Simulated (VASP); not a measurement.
Input:

```
MgSe
1.0
    0.00000     2.69592     2.69592
    2.69592     0.00000     2.69592
    2.69592     2.69592     0.00000
Mg Se
1 1
Direct
  0.00000   0.00000   0.00000
  0.50000   0.50000   0.50000
```

Computed with PBE0 hybrid, VASP's PBE PAW potentials (set 64) (plane waves; VASP). Run with 520 eV cut-off, 6×6×6 Γ-centred mesh, Gaussian smearing of 0.050 eV, potentials Mg Se.

### Question
Give the stress tensor in GPa (positive for a compressed cell).

### Answer

```
2.64  0.00  0.00
0.00  2.64  0.00
0.00  0.00  2.64
```
The pressure is its mean diagonal, 2.64 GPa.

The compound is MgSe in the rock salt structure. This cell is one point of a volume scan, at 0.94 of the reference volume. The cell's shape comes from a PBE relaxation.
